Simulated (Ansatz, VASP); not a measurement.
**Cross-check of C (amorphous C:H with 0 at. % H) between VASP and Ansatz**

One calculation is typed for both programs; each brings its own data sets. How far apart do they land? The structure shown is the start of the Ansatz relaxation below; VASP solves that cell, so the two are compared at the walk's first step.

Calculated with Ansatz 0.2.0; plane waves, with VASP 6.6.1 beside it; single point at PBE.

### Step 1. Set-up

The cell holds 70 atoms: 70 C. Cell: a = 8.026 Å, b = 8.026 Å, c = 8.026 Å, α = 90.0°, β = 90.0°, γ = 90.0°. 70 atoms (70 C) packed at random and pushed apart as soft spheres at 2.7 g/cm^3; MD (Langevin at fixed volume unless said) with the MACE-MP-0b2 small potential (Batatia et al., arXiv:2401.00096), steps of 0.6 fs: 0.273 ps at 4500 K, 4500 to 2700 K in 0.273 ps, 2700 to 300 K in 0.78 ps; then atoms relaxed.

### Step 2. Ansatz: relaxation, PBE

Ansatz runs on its default PAW (the set named soft_2) files.

The two programs are compared at the cell with which this relaxation starts, whose forces are those of its first step.

The input, input.yaml:

```yaml
crystal:
  lattice:
    - [8.0264, 0.0, 0.0]
    - [0.0, 8.0264, 0.0]
    - [0.0, 0.0, 8.0264]
  atoms:
    - { symbol: C, position: [0.63377, 0.06018, 0.42836] }
    - { symbol: C, position: [0.13103, 0.00113, 0.2477] }
    - { symbol: C, position: [0.08281, 0.27881, 0.97268] }
    - { symbol: C, position: [0.0596, 0.02832, 0.82348] }
    - { symbol: C, position: [0.4485, 0.59628, 0.55296] }
    - { symbol: C, position: [0.41512, 0.58271, 0.20396] }
    - { symbol: C, position: [0.52884, 0.73361, 0.84006] }
    - { symbol: C, position: [0.91852, 0.77147, 0.00714] }
    - { symbol: C, position: [0.31506, 0.92459, 0.20871] }
    - { symbol: C, position: [0.84999, 0.07704, 0.19751] }
    - { symbol: C, position: [0.60319, 0.20294, 0.80529] }
    - { symbol: C, position: [0.81759, 0.64374, 0.91354] }
    - { symbol: C, position: [0.19501, 0.80963, 0.45981] }
    - { symbol: C, position: [0.37317, 0.98065, 0.78288] }
    - { symbol: C, position: [0.9989, 0.91788, 0.96339] }
    - { symbol: C, position: [0.65059, 0.72592, 0.38138] }
    - { symbol: C, position: [0.88607, 0.50612, 0.02544] }
    - { symbol: C, position: [0.33884, 0.81515, 0.36126] }
    - { symbol: C, position: [0.9756, 0.19674, 0.83359] }
    - { symbol: C, position: [0.31867, 0.17735, 0.42199] }
    - { symbol: C, position: [0.55589, 0.55118, 0.0841] }
    - { symbol: C, position: [0.10425, 0.59983, 0.21032] }
    - { symbol: C, position: [0.07451, 0.91707, 0.39686] }
    - { symbol: C, position: [0.67561, 0.7984, 0.56075] }
    - { symbol: C, position: [0.48954, 0.14999, 0.34518] }
    - { symbol: C, position: [0.21757, 0.15777, 0.57687] }
    - { symbol: C, position: [0.28553, 0.51106, 0.79876] }
    - { symbol: C, position: [0.88141, 0.58213, 0.74556] }
    - { symbol: C, position: [0.60807, 0.97748, 0.57898] }
    - { symbol: C, position: [0.50978, 0.33121, 0.69708] }
    - { symbol: C, position: [0.05488, 0.44746, 0.97993] }
    - { symbol: C, position: [0.53249, 0.41553, 0.53872] }
    - { symbol: C, position: [0.1486, 0.69486, 0.58899] }
    - { symbol: C, position: [0.77453, 0.35358, 0.02263] }
    - { symbol: C, position: [0.436, 0.32609, 0.39375] }
    - { symbol: C, position: [0.97791, 0.29664, 0.67549] }
    - { symbol: C, position: [0.42879, 0.07458, 0.18748] }
    - { symbol: C, position: [0.6298, 0.65658, 0.95335] }
    - { symbol: C, position: [0.17295, 0.18523, 0.27545] }
    - { symbol: C, position: [0.78419, 0.26965, 0.84784] }
    - { symbol: C, position: [0.89191, 0.3426, 0.30285] }
    - { symbol: C, position: [0.46794, 0.68672, 0.36905] }
    - { symbol: C, position: [0.86229, 0.81319, 0.57323] }
    - { symbol: C, position: [0.79023, 0.01869, 0.35388] }
    - { symbol: C, position: [0.28053, 0.59214, 0.6422] }
    - { symbol: C, position: [0.31483, 0.81756, 0.05487] }
    - { symbol: C, position: [0.25079, 0.64931, 0.09653] }
    - { symbol: C, position: [0.33843, 0.44662, 0.2951] }
    - { symbol: C, position: [0.98931, 0.99661, 0.12384] }
    - { symbol: C, position: [0.37249, 0.17948, 0.05718] }
    - { symbol: C, position: [0.21685, 0.04919, 0.72638] }
    - { symbol: C, position: [0.78297, 0.63032, 0.30313] }
    - { symbol: C, position: [0.92386, 0.64773, 0.16591] }
    - { symbol: C, position: [0.39246, 0.84668, 0.9013] }
    - { symbol: C, position: [0.06512, 0.31599, 0.36448] }
    - { symbol: C, position: [0.48491, 0.27832, 0.95057] }
    - { symbol: C, position: [0.53741, 0.0471, 0.72256] }
    - { symbol: C, position: [0.19514, 0.54898, 0.94844] }
    - { symbol: C, position: [0.97308, 0.69395, 0.64212] }
    - { symbol: C, position: [0.7211, 0.42917, 0.5339] }
    - { symbol: C, position: [0.40514, 0.38278, 0.81372] }
    - { symbol: C, position: [0.55796, 0.7013, 0.66326] }
    - { symbol: C, position: [0.2083, 0.21405, 0.08479] }
    - { symbol: C, position: [0.79627, 0.47353, 0.38158] }
    - { symbol: C, position: [0.83157, 0.25411, 0.17122] }
    - { symbol: C, position: [0.16419, 0.46842, 0.30383] }
    - { symbol: C, position: [0.82877, 0.40557, 0.69449] }
    - { symbol: C, position: [0.59724, 0.39409, 0.04267] }
    - { symbol: C, position: [0.91098, 0.92487, 0.45128] }
    - { symbol: C, position: [0.0827, 0.26413, 0.54728] }
kpoints:
  mp_grid: { grid: [1, 1, 1] }
hamiltonian:
  xc: pbe
scf:
  occupations: { method: fermi_dirac, width: 0.025 }
output:
  forces: true
relax:
  f_tol: 0.04
  max_steps: 250
  cell: {}
```

Launch:

```console
ansatz run input.yaml --threads 4 --pin off --max-ram 8192MiB --backend cpu --events-out ev --progress --plain --runs-dir out
```

Numbers of over 12 decimals in the logs are rounded to 6 here.

Output:

```text
Engine: ansatz 0.2.0, x86_64-unknown-linux-gnu
Pseudopotentials: kind: paw
Pseudopotential: C, paw, valence charge 4, recommended cutoff 420 eV (normal), C.paw.azcp
Functional definition: PBE
  parameter kappa = 0.804
  parameter beta = 0.066725
  exchange = pbe_x(kappa = kappa, mu = beta*pi^2/3)
  correlation = pbe_c(beta = beta)
Crystal: 70 atoms, lattice volume = 517.086 Å³
Basis set: ecut = 420 eV, 10059 PW (Γ), exchange–correlation on 108×108×108 points (8 copies of the dense FFT grid, shifted against one another)
Bands: 210, of which v1, the nominal top of the filled ones, is band 140 counted from 1 (139 counted from 0)
Symmetry: 1 space group operations
Space group: P1 (ITA 1), of the structure as read, at distance tolerance 8.0e-5 Å
k-points: 1
Non-local potential: C, projectors of the file, l = 0: 2, l = 1: 2, l = 2: 1
PAW form: soft (Blöchl's): semilocal exchange-correlation on the pseudo side does not see the compensation charge
PAW one-centre angular grid: C, 110 points (default); XC on 64 Gauss nodes
Initial density: superposition of atomic densities (neutral atoms: chi_scale 0, normalization atom), corrected by the library's trained network
Initial wavefunctions: pseudopotential atomic-orbital guess
Functional: x = pbe(κ = 0.804, μ = 0.219515), c = pbe(β = 0.066725)
SCF iter   1: F=—  HF=-17503.269549 eV  |F-HF|=—  |Δ(HF+E_count)|=         —  Δρ=1.95e-2  dr2=3.55e0  ethr=1.77e-3  ⟨swp⟩=6.0  Hψ=944  notcnv=0  defer=44
preconditioner: auto → LDOS  [insulator: Δε(μ)=0.157 eV  Ē_g=14.933 eV  σ=0.025 eV  W_gap=0.92  n_scr=122 (ndim 8)  ℏωp=27.3 eV  f_vac=0.020  D(μ)=7.29/eV (n_scr^D=32)  ε∞_Penn≈4.3  β→1.0]
SCF iter   2: F=—  HF=-17503.108356 eV  |F-HF|=—  |Δ(HF+E_count)|=   1.61e-1  Δρ=1.62e-2  dr2=3.28e0  ethr=1.27e-3  ⟨swp⟩=3.0  Hψ=371  notcnv=0  defer=58
SCF iter   3: F=—  HF=-17502.750860 eV  |F-HF|=—  |Δ(HF+E_count)|=   3.57e-1  Δρ=3.82e-3  dr2=1.42e-1  ethr=1.17e-3  ⟨swp⟩=3.0  Hψ=271  notcnv=0  defer=58
SCF iter   4: F=—  HF=-17502.737118 eV  |F-HF|=—  |Δ(HF+E_count)|=   1.37e-2  Δρ=1.63e-3  dr2=1.82e-2  ethr=5.08e-5  ⟨swp⟩=2.0  Hψ=249  notcnv=0  defer=58
SCF iter   5: F=—  HF=-17502.735633 eV  |F-HF|=—  |Δ(HF+E_count)|=   1.48e-3  Δρ=8.94e-4  dr2=5.96e-3  ethr=6.49e-6  ⟨swp⟩=2.0  Hψ=253  notcnv=0  defer=58
SCF iter   6: F=—  HF=-17502.735044 eV  |F-HF|=—  |Δ(HF+E_count)|=   5.89e-4  Δρ=4.54e-4  dr2=1.50e-3  ethr=2.13e-6  ⟨swp⟩=2.0  Hψ=256  notcnv=0  defer=58
SCF iter   7: F=—  HF=-17502.734830 eV  |F-HF|=—  |Δ(HF+E_count)|=   2.15e-4  Δρ=1.81e-4  dr2=2.38e-4  ethr=5.34e-7  ⟨swp⟩=2.0  Hψ=256  notcnv=0  defer=58
SCF iter   8: F=—  HF=-17502.734845 eV  |F-HF|=—  |Δ(HF+E_count)|=   1.52e-5  Δρ=7.20e-5  dr2=3.85e-5  ethr=8.49e-8  ⟨swp⟩=2.0  Hψ=213  notcnv=0  defer=58
SCF iter   9: F=—  HF=-17502.735921 eV  |F-HF|=—  |Δ(HF+E_count)|=   1.08e-3  Δρ=2.80e-5  dr2=5.53e-6  ethr=1.38e-8  ⟨swp⟩=2.0  Hψ=253  notcnv=0  defer=58
SCF iter  10: F=—  HF=-17502.735921 eV  |F-HF|=—  |Δ(HF+E_count)|=   4.31e-7  Δρ=1.17e-5  dr2=9.98e-7  ethr=1.98e-9  ⟨swp⟩=2.0  Hψ=259  notcnv=0  defer=58
SCF iter  11: F=—  HF=-17502.735921 eV  |F-HF|=—  |Δ(HF+E_count)|=   6.71e-8  Δρ=4.61e-6  dr2=1.50e-7  ethr=3.57e-10  ⟨swp⟩=2.0  Hψ=226  notcnv=0  defer=58
SCF iter  12: F=-17502.735921 eV  HF=-17502.735921 eV  |F-HF|=1.93e-8  |Δ(HF+E_count)|=   1.08e-8  Δρ=1.81e-6  dr2=2.59e-8  ethr=3.57e-11  ⟨swp⟩=4.0  Hψ=505  notcnv=0
SCF 1 converged in 12 iterations: F = -17502.735921 eV  dr2 = 2.59e-8
  greatest PAW one-centre occupation: 0.690 electrons in one spin orbital (limit 2), on the C atom at site 22 (counted from 0), in its partial waves of l = 0
relax step   1: F+E_penalty+E_count = -17502.73592068 eV  Δ(F+E_penalty+E_count) = +0.000e0 eV  max|allowed force component| = 2.934e0 eV/Å  Δτ_max = 0.0000 Å  P = +6.589 GPa  Ω = 517.086 Å³  (12 SCF iters, dr2 threshold 1.00e-7 eV, accepted)
Crystal: 70 atoms, lattice volume = 522.646 Å³
Basis set: ecut = 420 eV, 10235 PW (Γ), exchange–correlation on 108×108×108 points (8 copies of the dense FFT grid, shifted against one another)
Initial density: handed on by an earlier stage of this run
Initial wavefunctions: those handed on with the density
iter 1 solved again at ethr=6.05e-4 eV; its pass at ethr=3.10e-3 eV (dr2=1.69e0 eV) is discarded
SCF iter   1: F=—  HF=-17505.701258 eV  |F-HF|=—  |Δ(HF+E_count)|=         —  Δρ=1.94e-2  dr2=1.71e0  ethr=6.05e-4  ⟨swp⟩=8.0  Hψ=1141  notcnv=0
preconditioner: auto → LDOS  [metal: Δε(μ)=0.052 eV  Ē_g=14.799 eV  σ=0.025 eV  W_gap=0.47  n_scr=130 (ndim 8)  ℏωp=27.2 eV  f_vac=0.020  D(μ)=31.21/eV (n_scr^D=316)  β→1.0]
SCF iter   2: F=—  HF=-17505.453737 eV  |F-HF|=—  |Δ(HF+E_count)|=   2.48e-1  Δρ=8.00e-3  dr2=3.69e-1  ethr=6.05e-4  ⟨swp⟩=2.0  Hψ=336  notcnv=0  defer=58
SCF iter   3: F=—  HF=-17505.374210 eV  |F-HF|=—  |Δ(HF+E_count)|=   7.95e-2  Δρ=3.04e-3  dr2=7.97e-2  ethr=1.32e-4  ⟨swp⟩=2.0  Hψ=285  notcnv=0  defer=58
[...]
atom  26  C     -0.00284563    -0.00073604    -0.00080628
  atom  27  C     -0.00242606     0.00742250     0.00536559
  atom  28  C     -0.00569451    -0.00002150    -0.00861354
  atom  29  C      0.00718343    -0.01753648     0.01596456
  atom  30  C     -0.00309046     0.00311843    -0.00029102
  atom  31  C      0.00308558    -0.00137620     0.00873259
  atom  32  C      0.01424589    -0.00332050     0.00489276
  atom  33  C     -0.00098086     0.00279334     0.00286251
  atom  34  C     -0.00021393     0.00693515    -0.00172739
  atom  35  C     -0.00801678     0.01959113     0.00697031
  atom  36  C     -0.00929487    -0.00011030    -0.01124444
  atom  37  C      0.00027056    -0.00083241     0.00398462
  atom  38  C     -0.00721034    -0.00051847     0.00061524
  atom  39  C      0.01375459    -0.00749812    -0.00837399
  atom  40  C      0.00184257     0.00788248    -0.00376058
  atom  41  C     -0.00067447    -0.00032142    -0.00083191
  atom  42  C      0.00183405    -0.01002677    -0.00329371
  atom  43  C      0.00028603     0.00775328    -0.00623137
  atom  44  C     -0.00015620    -0.00168576     0.00081131
  atom  45  C      0.00788098    -0.00380845    -0.00246775
  atom  46  C     -0.00234758    -0.00664525     0.00253903
  atom  47  C     -0.00115607     0.00322736     0.00293211
  atom  48  C     -0.00521141    -0.00176894     0.00087482
  atom  49  C     -0.00425749    -0.00089231     0.00122367
[...]
atom  63  C     -0.00743877    -0.00210163     0.00059253
  atom  64  C      0.00165709     0.00166169    -0.00862947
  atom  65  C     -0.00060281    -0.01388206     0.00098152
  atom  66  C      0.00237111    -0.00031519    -0.00081382
  atom  67  C      0.00920716    -0.00380518     0.00922954
  atom  68  C     -0.00287726     0.00176870    -0.00088465
  atom  69  C     -0.00634030     0.00573119     0.00269822
  atom  70  C      0.01222423    -0.00662674     0.00381114
  max |Σ_I F_I| component: 1.21e-5 eV/Å
--- Stress (GPa, compression-positive) ---
       -0.018431       0.000693      -0.017110
        0.000694       0.012076       0.001976
       -0.017109       0.001975      -0.021182
  P = ⅓ Tr σ = -0.0092 GPa (-0.092 kbar)
--- Relaxed structure (44 steps of the walk, 43 accepted, 2 SCFs on fresh bases) ---
  F+E_penalty+E_count = -17509.67481079 eV   max|allowed force component| = 2.006e-2 eV/Å   (the final SCF, on the basis selected at the relaxed cell)
  cell:  # Å, volume = 526.8987 Å³
    - [7.880707, -0.083785, -0.215444]
    - [-0.083785, 8.713475, 0.133075]
    - [-0.215444, 0.133075, 7.681732]
  atoms:
    - { symbol: C, position: [0.647264, 0.076891, 0.434023] }
    - { symbol: C, position: [0.142690, 0.00963417, 0.246960] }
    - { symbol: C, position: [0.093992, 0.304081, 0.991392] }
    - { symbol: C, position: [0.047102, 0.043600, 0.894793] }
    - { symbol: C, position: [0.438443, 0.591287, 0.537272] }
    - { symbol: C, position: [0.396139, 0.566992, 0.176955] }
    - { symbol: C, position: [0.514607, 0.744862, 0.826846] }
    - { symbol: C, position: [0.894837, 0.751771, -0.015395] }
    - { symbol: C, position: [0.314964, 0.923980, 0.210611] }
    - { symbol: C, position: [0.859681, 0.097327, 0.187915] }
    - { symbol: C, position: [0.609535, 0.229170, 0.806932] }
    - { symbol: C, position: [0.799632, 0.619060, 0.878534] }
    - { symbol: C, position: [0.190725, 0.801971, 0.456617] }
    - { symbol: C, position: [0.403593, 1.014939, 0.859951] }
    - { symbol: C, position: [0.965184, 0.895190, 0.969422] }
    - { symbol: C, position: [0.645855, 0.708329, 0.359918] }
    - { symbol: C, position: [0.883696, 0.508005, 0.013069] }
    - { symbol: C, position: [0.340781, 0.808269, 0.364545] }
    - { symbol: C, position: [0.976849, 0.204393, 0.864638] }
    - { symbol: C, position: [0.330082, 0.181243, 0.438936] }
    - { symbol: C, position: [0.547115, 0.545139, 0.069363] }
    - { symbol: C, position: [0.098850, 0.595991, 0.217815] }
    - { symbol: C, position: [0.077410, 0.915022, 0.393356] }
    - { symbol: C, position: [0.676140, 0.758257, 0.530222] }
[...]
- { symbol: C, position: [0.211685, 0.285419, 0.135972] }
    - { symbol: C, position: [0.810590, 0.478799, 0.382706] }
    - { symbol: C, position: [0.832298, 0.261488, 0.176193] }
    - { symbol: C, position: [0.153780, 0.463615, 0.311933] }
    - { symbol: C, position: [0.848907, 0.385796, 0.697903] }
    - { symbol: C, position: [0.597876, 0.394737, 0.050948] }
    - { symbol: C, position: [0.910751, 0.918156, 0.437313] }
    - { symbol: C, position: [0.090921, 0.248745, 0.568432] }
```

(Part 1 of 2 ends here.)

[Lines on the potential files, build, host, timing and source positions are cut from VASP's logs without a mark.]

[Logs are printed without paths, hosts, clocks, repeated set-up lines and the standing remarks that a program may print on its own settings, such as how far it seeks lower states.]

[Hosts, paths, dates, database ids (printed as entryN), source tags and the programs' standing remarks are cut or masked in the printed files.]
